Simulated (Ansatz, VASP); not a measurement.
# Bi (bismuthene bilayer, AA) in two plane-wave programs, part 2 of 2

One calculation is typed for both programs; each brings its own data sets. How far apart do they land? Of the first pair: The structure shown is the start of the Ansatz relaxation below; VASP solves that cell, so the two are compared at the walk's first step.

VASP 6.6.1 and Ansatz 0.2.0.

So far: Starting point; Ansatz: relaxation, PBE with D3(BJ); VASP: single point, PBE with D3(BJ), start cell, pair 1.

### Step 3. VASP: single point, PBE with D3(BJ), start cell, pair 1 (continued)

Level of this step: PBE with D3(BJ); plane waves and PAW (Bi_d) (VASP).

Numbers of over 12 decimals in the logs are rounded to 6 here.

Parts of OUTCAR (step 3):

```text
ion  position               nearest neighbor table
   1  0.667  0.333  0.245-   2 3.05   2 3.05   2 3.05
   2  0.333  0.667  0.292-   1 3.05   1 3.05   1 3.05   3 3.91   3 3.91   3 3.91
   3  0.667  0.333  0.374-   4 3.05   4 3.05   4 3.05   2 3.91   2 3.91   2 3.91
   4  0.333  0.667  0.421-   3 3.05   3 3.05   3 3.05

  LATTYP: Found a hexagonal cell.
 ALAT       =     4.3400000000
 C/A-ratio  =     8.4700460829

 Subroutine GETGRP returns: Found 12 space group operations
 (whereof  6 operations were pure point group operations)

The static configuration has the point symmetry C_3v.
 The point group associated with its full space group is D_3d.

 Found     19 irreducible k-points:

   k-points           NKPTS =     19   k-points in BZ     NKDIM =     19   number of bands    NBANDS=     37

   dimension x,y,z NGX =    28 NGY =   28 NGZ =  240
   dimension x,y,z NGXF=    56 NGYF=   56 NGZF=  480

   ENCUT  =  400.0 eV  29.40 Ry    5.42 a.u.   7.08  7.08 59.95*2*pi/ulx,y,z

   NELECT =      60.0000    total number of electrons

 k-points in reciprocal lattice and weights: Automatic mesh
   0.00000000  0.00000000  0.00000000       0.007
   0.08333333  0.00000000  0.00000000       0.042
   0.16666667 -0.00000000  0.00000000       0.042
   0.25000000  0.00000000  0.00000000       0.042
   0.33333333  0.00000000  0.00000000       0.042
   0.41666667  0.00000000  0.00000000       0.042
   0.50000000  0.00000000  0.00000000       0.021
   0.08333333  0.08333333  0.00000000       0.042
   0.16666667  0.08333333  0.00000000       0.083
[...]
0.33333333  0.25000000  0.00000000       0.083
   0.33333333  0.33333333  0.00000000       0.014

 dipolmoment           0.000000      0.000000      0.000011 electrons x Angstroem

 average (electrostatic) potential at core
       1-112.3311       2-112.3780       3-112.3779       4-112.3310

 E-fermi :  -1.4818

 k-point     1 :       0.0000    0.0000    0.0000
  band No.  band energies     occupation
    ...
     26      -2.0874      1.99999
     27      -1.9399      1.99979
     28      -1.9399      1.99979
     29      -1.6610      1.94596
     30      -1.6610      1.94596
     31      -1.4244      0.48187
     32       0.2818      0.00000
     33       0.6395      0.00000
     34       0.6395      0.00000
     35       0.7954      0.00000
    ...

 k-point     2 :       0.0833    0.0000    0.0000
  band No.  band energies     occupation
    ...
     26      -2.7072      2.00000
     27      -2.4415      2.00000
     28      -2.0979      1.99999
     29      -1.8031      1.99677
     30      -1.6696      1.95433
     31      -0.6252      0.00000
     32      -0.0186      0.00000
     33       0.5033      0.00000
     34       0.7214      0.00000
     35       0.9661      0.00000
    ...

 k-point     3 :       0.1667   -0.0000    0.0000
  band No.  band energies     occupation
    ...
     26      -3.4443      2.00000
     27      -2.7410      2.00000
     28      -2.4514      2.00000
     29      -2.1280      2.00000
     30      -1.9022      1.99955
     31      -0.7408      0.00000
     32       0.0629      0.00000
     33       0.4192      0.00000
     34       0.8592      0.00000
     35       1.3250      0.00000
    ...

 Edisp (eV)   -1.22401

  Total      -0.86755    -0.86755    -0.55631     0.00000     0.00000     0.00000
  in kB      -2.31804    -2.31804    -1.48641     0.00000     0.00000     0.00000
  external pressure =       -2.04 kB  Pullay stress =        0.00 kB

  energy-cutoff  :      400.00
  volume of cell :      599.63
      direct lattice vectors                 reciprocal lattice vectors
     4.340000000  0.000000000  0.000000000     0.230414747  0.133030025  0.000000000
    -2.170000000  3.758550000  0.000000000     0.000000000  0.266060050  0.000000000
     0.000000000  0.000000000 36.760000000     0.000000000  0.000000000  0.027203482

 POSITION                                       TOTAL-FORCE (eV/Angst)
 -----------------------------------------------------------------------------------
      2.17000      1.25285      9.00000         0.000000     -0.000000      0.081210
     -0.00000      2.50570     10.74000         0.000000     -0.000000     -0.024054
      2.17000      1.25285     13.74000        -0.000000      0.000000      0.024054
     -0.00000      2.50570     15.48000         0.000000     -0.000000     -0.081210
 -----------------------------------------------------------------------------------
    total drift:                                0.000001      0.000002      0.000702

  FREE ENERGIE OF THE ION-ELECTRON SYSTEM (eV)
  ---------------------------------------------------
  free  energy   TOTEN  =       -16.4088633325 eV

  energy  without entropy=      -16.4072365430  energy(sigma->0) =      -16.40804994

 vacuum level on the upper side and lower side of the slab         2.441         2.441

 total charge
# of ion       s       p       d       tot
------------------------------------------
    1        1.523   1.380   9.902  12.805
    2        1.528   1.367   9.906  12.801
    3        1.528   1.367   9.906  12.801
    4        1.523   1.380   9.902  12.805
--------------------------------------------------
tot          6.101   5.494  39.617  51.212

[... 3 further parts left out ...]
```

### Step 4. Comparison

Known differences besides the potentials themselves: Ansatz cuts the interaction across the vacuum, VASP repeats the sheet with a dipole correction (LDIPOL); the cutoff is 420 eV in Ansatz and 400 eV in VASP. Total energies have different zeros and are not compared.

Forces (eV/Å; atoms numbered as in POSCAR):

```
atom        Ansatz x, y, z          VASP x, y, z
 Bi1   0.000, 0.000, 0.095   0.000, 0.000, 0.081
 Bi2  0.000, 0.000, -0.038  0.000, 0.000, -0.024
 Bi3   0.000, 0.000, 0.038   0.000, 0.000, 0.024
 Bi4  0.000, 0.000, -0.095  0.000, 0.000, -0.081
```

The forces differ by 7.9 meV/Å r.m.s., which is 22.8 % of the r.m.s. force of 0.035 eV/Å (both taken over all components). Where the cell holds vacuum, a pressure given here is an average over it and none of the material.

### Step 5. Ansatz: relaxation, PBE with D3(BJ)

This run makes the geometry at which the two programs are then compared.

The structure compared here is the end of the Ansatz relaxation.

This is the run of step 2 again, met here at its other cell.

### Step 6. VASP: single point, PBE with D3(BJ), relaxed cell, pair 2

The same cell, functional, mesh and smearing now go to VASP, with its own data sets.

File INCAR:

```
SYSTEM = Bi
PREC = Accurate
ENCUT = 400
EDIFF = 1E-06
NELM = 120
ISMEAR = -1
SIGMA = 0.05
LREAL = .FALSE.
ALGO = Normal
GGA = PE
IVDW = 12
NBANDS = 37
LORBIT = 11
LWAVE = .FALSE.
LCHARG = .FALSE.
ISIF = 2
LDIPOL = .TRUE.
IDIPOL = 3
DIPOL = 0.5 0.5 0.333
LVHAR = .TRUE.
LASPH = .TRUE.
GGA_COMPAT = .FALSE.
EFERMI = MIDGAP
NELMDL = -8
```

File POSCAR:

```
Bi
1.0
    4.2987350570      0.0000000000      0.0000000000
   -2.1493675285      3.7228137635      0.0000000000
    0.0000000000      0.0000000000     36.7600000023
Bi
4
Direct
    0.6666666666      0.3333333332      0.2455256659
    0.3333333332      0.6666666666      0.2930533960
    0.6666666666      0.3333333332      0.3728878446
    0.3333333332      0.6666666666      0.4204155746
```

File KPOINTS:

```
Automatic mesh
0
Gamma
12 12 1
0 0 0
```

Potentials, in the order of the species: Bi_d (PBE family, release 64).

On the command line:

```console
$ mpirun -np 1 vasp_std
```

Output:

```text
[... set-up lines as in an earlier step ...]
 entering main loop
       N       E                     dE             d eps       ncg     rms          rms(c)
DAV:   1     0.485602412985E+03    0.48560E+03   -0.25818E+04  1926   0.108E+03
DAV:   2     0.230194591432E+02   -0.46258E+03   -0.45714E+03  1678   0.339E+02
DAV:   3    -0.138264518728E+02   -0.36846E+02   -0.36705E+02  1648   0.121E+02
DAV:   4    -0.151961159903E+02   -0.13697E+01   -0.13685E+01  1681   0.246E+01
[...]
DAV:  23    -0.151601338035E+02   -0.14493E-05   -0.31985E-08  1052   0.156E-03    0.177E-04
DAV:  24    -0.151601354616E+02   -0.16581E-05   -0.49266E-08   934   0.119E-03    0.108E-04
DAV:  25    -0.151601357856E+02   -0.32400E-06   -0.49316E-09   903   0.115E-03
   1 F= -.16417701E+02 E0= -.16416735E+02  d E =-.193261E-02
```

OUTCAR, selected parts (step 6):

```text
 Edisp (eV)   -1.25757

  Total      -0.08221    -0.08221    -0.06842     0.00000    -0.00000     0.00000
  in kB      -0.22391    -0.22391    -0.18634     0.00000    -0.00000     0.00000
  external pressure =       -0.21 kB  Pullay stress =        0.00 kB

 POSITION                                       TOTAL-FORCE (eV/Angst)
 -----------------------------------------------------------------------------------
      2.14937      1.24094      9.02552        -0.000000      0.000000     -0.011220
     -0.00000      2.48188     10.77264        -0.000000     -0.000000      0.012156
      2.14937      1.24094     13.70736         0.000000      0.000000     -0.012156
     -0.00000      2.48188     15.45448         0.000000     -0.000000      0.011220
 -----------------------------------------------------------------------------------
    total drift:                                0.000000      0.000001     -0.000264

  FREE ENERGIE OF THE ION-ELECTRON SYSTEM (eV)
  ---------------------------------------------------
  free  energy   TOTEN  =       -16.4177008695 eV

  energy  without entropy=      -16.4157682554  energy(sigma->0) =      -16.41673456

[... 1 part as in an earlier step ...]

[... 2 further parts left out ...]
[key lines of the parts left out:]
E-fermi :  -1.3866
```

### Step 7. Comparison

Compared:

```
              quantity  Ansatz   VASP  difference
gap on the k mesh (eV)   0.251  0.238      +0.013
```

The largest component of a force difference here is 15 meV/Å. A gap on the mesh is an upper bound, since the band edges may lie between its points; neither run holds spin-orbit coupling, which can move the band edges of a compound of Bi. Where the cell holds vacuum, a pressure given here is an average over it and none of the material.

### Step 8. What came out

```yaml
r_m_s_force_difference_single_point_pbe_with_d3_bj_start_cell_pair_1: 7.9 meV/Å
difference_in_gap_on_the_k_mesh_single_point_pbe_with_d3_bj_relaxed_cell_pair_2: 0.013 eV
r_m_s_force_difference_single_point_pbe_with_d3_bj_relaxed_cell_pair_2: 8.3 meV/Å
```

The r.m.s. force difference is 8.3 meV/Å (single point, PBE with D3(BJ), relaxed cell, pair 2), within the 12 meV/Å picked in this series as the mark of a large difference. How closely two codes agree says nothing of how well the functional describes the real material.

[Lines on the potential files, build, host, timing and source positions are cut from VASP's logs without a mark.]

[Logs are printed without paths, hosts, clocks, repeated set-up lines and the standing remarks that a program may print on its own settings, such as how far it seeks lower states.]

[Hosts, paths, dates, database ids (printed as entryN), source tags and the programs' standing remarks are cut or masked in the printed files.]
